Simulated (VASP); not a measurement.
The system is Sn8Te7Se.

```
CELL_PARAMETERS angstrom
-6.26649 6.26649 0.00000
-6.26649 0.00000 6.26649
0.00000 6.26649 6.26649
ATOMIC_POSITIONS crystal
Sn 0.00000 0.00000 0.00000
Sn 0.50000 0.00000 0.00000
Sn 0.00000 0.50000 0.00000
Sn 0.00000 0.00000 0.50000
Sn 0.50000 0.50000 0.00000
Sn 0.50000 0.00000 0.50000
Sn 0.00000 0.50000 0.50000
Sn 0.50000 0.50000 0.50000
Se 0.75000 0.75000 0.75000
Te 0.25000 0.75000 0.75000
Te 0.75000 0.25000 0.75000
Te 0.75000 0.75000 0.25000
Te 0.25000 0.25000 0.75000
Te 0.25000 0.75000 0.25000
Te 0.75000 0.25000 0.25000
Te 0.25000 0.25000 0.25000
```

The cell was built by a generator and needn't be a form met in nature.

```yaml
Program: VASP 6.6.1
Task: relaxation of cell and atoms
Functional: LDA
Potentials_or_basis: VASP PAW LDA potentials, release 64 (Sn_d, Se, Te)
Cutoff: 600 eV
k_mesh: 6 × 6 × 6
Occupations: gaussian, width 0.03 eV
Spin: no spin polarisation
```

At the start: pressure -1.5 GPa; volume 30.76 Å³/atom.

**Question.** Where does the relaxation end?

**Answer.** Over 8 steps the energy falls by 10.4 meV/atom and the volume is 29.77 Å³/atom (-3.2 %); space group Fm-3m (No. 225, to 0.05 Å).

The path:
| step | energy change (eV) | largest force (eV/Å) | pressure (GPa) | volume (Å³) |
| --- | --- | --- | --- | --- |
| 1 | 0.0000 | 0.3936 | -1.52 | 492.16 |
| 2 | -0.1050 | 0.3294 | 0.56 | 471.71 |
| 3 | -0.1070 | 0.3385 | 0.31 | 474.04 |
| 4 | -0.1401 | 0.2237 | 0.22 | 474.57 |
| 5 | -0.1664 | 0.0024 | 0.08 | 475.62 |
| 6 | -0.1664 | 0.0045 | 0.07 | 475.65 |
| 7 | -0.1665 | 0.0012 | -0.06 | 476.89 |
| 8 | -0.1666 | 0.0018 | 0.00 | 476.33 |

Final structure:
```yaml
crystal:
  lattice:
    - [-6.19858, 6.19858, 0.00000]
    - [-6.19858, 0.00000, 6.19858]
    - [0.00000, 6.19858, 6.19858]
  atoms:
    - { symbol: Sn, position: [0.00000, 0.00000, 0.00000] }
    - { symbol: Sn, position: [0.50596, 0.99404, 0.99404] }
    - { symbol: Sn, position: [0.99404, 0.50596, 0.99404] }
    - { symbol: Sn, position: [0.99404, 0.99404, 0.50596] }
    - { symbol: Sn, position: [0.50596, 0.50596, 0.99404] }
    - { symbol: Sn, position: [0.50596, 0.99404, 0.50596] }
    - { symbol: Sn, position: [0.99404, 0.50596, 0.50596] }
    - { symbol: Sn, position: [0.50000, 0.50000, 0.50000] }
    - { symbol: Se, position: [0.75000, 0.75000, 0.75000] }
    - { symbol: Te, position: [0.25000, 0.75000, 0.75000] }
    - { symbol: Te, position: [0.75000, 0.25000, 0.75000] }
    - { symbol: Te, position: [0.75000, 0.75000, 0.25000] }
    - { symbol: Te, position: [0.25000, 0.25000, 0.75000] }
    - { symbol: Te, position: [0.25000, 0.75000, 0.25000] }
    - { symbol: Te, position: [0.75000, 0.25000, 0.25000] }
    - { symbol: Te, position: [0.25000, 0.25000, 0.25000] }
```
